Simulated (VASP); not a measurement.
```xyz
8
Lattice="6.1662 0.0000 0.0000 0.0000 6.1662 0.0000 0.0000 0.0000 6.1662" Properties=species:S:1:pos:R:3 pbc="T T T"
Zn     6.1662     6.1662     6.1662
Zn     3.0831     3.0831     6.1662
Zn     3.0831     6.1662     3.0831
Te     1.6012     1.4819     1.4819
Te     4.5650     4.6843     1.4819
Te     4.5650     1.4819     4.6843
Te     1.6012     4.6843     4.6843
Cd     0.0000     3.0831     3.0831
```

Calculation: PBEsol GGA, VASP's PBE PAW potentials (set 64) (plane waves; VASP). Numerical set-up: 400 eV cut-off, Gaussian smearing of 0.050 eV, potentials Zn Te Cd.

Unless said otherwise, spin-orbit coupling is left out, though it shifts the bands of the heavy elements here.

Problem. Predict the band gap (along the path) with the smallest direct gap where there is one.

Solution. 
| Quantity | Value |
|---|---|
| band gap (along the path) | 1.03 eV |
| smallest direct gap (along the path) | 1.03 eV |

The absolute energy has meaning only against runs of the same code, potentials and settings.

The structure was generated: CdZn3Te4 was put into an ordered model structure (P-43m), which need not be its known phase. It was relaxed first.
